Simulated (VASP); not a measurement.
These are vdW-DF2, VASP's PBE PAW potentials (set 64) (plane waves; VASP) values and carry that method's errors.

The input files of a VASP run:

**KPOINTS**
```
K-points
0
gamma
  8 8 8
0 0 0
```

**INCAR**
```
# general
SYSTEM   = ZnS
PREC     = Accurate
ENCUT    = 520
LREAL    = .False.
LASPH    = .True.

# electronic loop
EDIFF    = 1E-6
NELM     = 100
ALGO     = Normal
LMAXMIX  = 4

# smearing
ISMEAR   = 0
SIGMA    = 0.05

# functional
GGA      = ML
LUSE_VDW = .True.
AGGAC    = 0.0
ZAB_VDW  = -1.8867

# ions
IBRION   = 2
NSW      = 60
ISIF     = 3
EDIFFG   = -0.01

# output
LWAVE    = .False.
LCHARG   = .False.
```

**POSCAR**
```
ZnS
1
    0.0000000000     2.7050000000     2.7050000000
    2.7050000000     0.0000000000     2.7050000000
    2.7050000000     2.7050000000     0.0000000000
Zn S
1 1
Direct
  0.0000000000   0.0000000000   0.0000000000
  0.2500000000   0.2500000000   0.2500000000
```

POTCAR, in this order: Zn S (PBE.64 set). Program: vasp_std.

Problem. What will the output report for the number of irreducible k-points (NKPTS), largest plane-wave count, number of space-group operations, FFT grid (NGX, NGY, NGZ)?

Solution. 
| Property | Result |
|---|---|
| number of irreducible k-points (NKPTS) | 29 |
| largest plane-wave count | 1090 |
| number of space-group operations | 24 |
| FFT grid (NGX, NGY, NGZ) | 28 × 28 × 28 |

The compound is ZnS in the zinc blende structure. This run relaxes it. Symmetry was kept, so distortions that lower it aren't found.
